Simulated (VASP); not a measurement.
The system is InAs.

```
In As
1.0
     0.00000    3.02400    3.02400
     3.02400    0.00000    3.02400
     3.02400    3.02400    0.00000
In As
1 1
Direct
  0.00000 0.00000 0.00000
  0.75000 0.75000 0.75000
```

```yaml
Program: VASP 6.6.1
Task: relaxation of cell and atoms
Functional: PBE
Potentials_or_basis: VASP PAW PBE potentials, release 64 (In_d, As)
Cutoff: 600 eV
k_mesh: 12 × 12 × 12
Occupations: gaussian, width 0.1 eV
Spin: no spin polarisation
```

At the start: pressure 4.0 GPa; volume 27.65 Å³/atom.

How do energy, volume and symmetry change on relaxing?

Over 3 steps the energy falls by 22.8 meV/atom and the volume is 29.62 Å³/atom (+7.1 %); space group F-43m (No. 216, to 0.05 Å).

The path:
```tsv
step	energy change (eV)	largest force (eV/Å)	pressure (GPa)	volume (Å³)
1	0.0000	0.0000	3.96	55.31
2	-0.0386	0.0000	-1.31	60.96
3	-0.0457	0.0000	0.03	59.24
```

Final structure:
```xyz
2
Lattice="0.0000 3.0941 3.0941 3.0941 0.0000 3.0941 3.0941 3.0941 0.0000" Properties=species:S:1:pos:R:3 pbc="T T T"
In    0.0000    0.0000    0.0000
As    4.6412    4.6412    4.6412
```
